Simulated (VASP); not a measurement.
OSZICAR of a VASP run on Pd (space group Fm-3m):

### OSZICAR
```
       N       E                     dE             d eps       ncg     rms          rms(c)
DAV:   1     0.455410239074E+02    0.45541E+02   -0.41931E+03  4336   0.857E+02
DAV:   2    -0.553092322759E+01   -0.51072E+02   -0.48062E+02  4616   0.219E+02
DAV:   3    -0.639591313305E+01   -0.86499E+00   -0.85608E+00  5094   0.305E+01
DAV:   4    -0.640200788589E+01   -0.60948E-02   -0.60939E-02  4802   0.256E+00
DAV:   5    -0.640210584764E+01   -0.97962E-04   -0.97959E-04  4906   0.320E-01    0.889E+00
DAV:   6    -0.603080012641E+01    0.37131E+00   -0.71452E-01  4480   0.122E+01    0.398E+00
DAV:   7    -0.601582710181E+01    0.14973E-01   -0.84741E-03  5294   0.119E+00    0.209E+00
DAV:   8    -0.601071268770E+01    0.51144E-02   -0.10182E-03  4564   0.342E-01    0.483E-01
DAV:   9    -0.601072041983E+01   -0.77321E-05   -0.18585E-05  5612   0.428E-02    0.465E-02
DAV:  10    -0.601072180062E+01   -0.13808E-05   -0.61445E-07  3292   0.107E-02    0.132E-02
DAV:  11    -0.601072360554E+01   -0.18049E-05   -0.64749E-07  3884   0.861E-03    0.125E-03
DAV:  12    -0.601072358631E+01    0.19226E-07   -0.48560E-08  2342   0.208E-03
   1 F= -.60107236E+01 E0= -.60096961E+01  d E =-.205505E-02  mag=     0.0000    -0.0000    -0.0000
       N       E                     dE             ncg
```

Q: Which electronic solver shows in the log?

A: It is blocked Davidson (ALGO = Normal, or the opening steps of other solvers). The INCAR had ALGO = Normal.

Q: How was spin treated?

A: With non-collinear spinors: mag has three components.

Q: Can the final energy be trusted as converged?

A: Self-consistency was reached. It stopped with EDIFF = 1E-6, NELM = 100 (PBEsol GGA with spin-orbit coupling, plane waves, VASP's PBE PAW potentials (set 64)).

The structure comes from a measured Pd entry (Fm-3m) of the Crystallography Open Database, whose conditions weren't checked. It was relaxed first.
